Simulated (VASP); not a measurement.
```
Zn
1.0
    1.29505    -2.24309     0.00000
    1.29505     2.24309     0.00000
    0.00000     0.00000     4.69788
Zn
2
Direct
  0.33333   0.66667   0.25000
  0.66667   0.33333   0.75000
```

All values below come from PBE GGA, VASP's PBE PAW potentials (set 64) (plane waves; VASP). Numerical set-up: 500 eV cut-off, 16×16×8 Γ-centred mesh, first-order Methfessel-Paxton smearing of 0.10 eV, potentials Zn.

Energy and stress use the plane-wave basis of the starting cell.

**Question.** The ions, cell shape and volume at an external pressure of 20.0 GPa are relaxed. Predict the relaxed structure.

**Answer.** 
```
Zn
1.0
    1.27287    -2.20468     0.00000
    1.27287     2.20468     0.00000
    0.00000     0.00000     4.52525
Zn
2
Direct
  0.33333   0.66667   0.25000
  0.66667   0.33333   0.75000
```
Space group P6_3/mmc (194), at a tolerance of 0.03 Å.

**Question.** How do energy and volume change from the first to the last step?

**Answer.** The energy (σ→0) changes by +86.1 meV/atom and the volume by -6.9 %, in 8 ionic steps.

```csv
step,E(σ→0) (eV),max force (eV/Å),pressure (GPa),volume (Å³)
1,-2.1405,0.000,10.04,27.29
2,-1.7552,0.000,30.67,24.08
3,-1.9749,0.000,20.01,25.48
4,-1.9709,0.000,19.95,25.42
5,-1.9675,0.000,19.97,25.39
6,-1.9662,0.000,20.29,25.38
7,-1.9768,0.000,19.45,25.47
8,-1.9683,0.000,19.93,25.40
```

The compound is Zn in the hcp structure. This run relaxes it under an external pressure of 20 GPa. Symmetry was kept, so distortions that lower it aren't found.
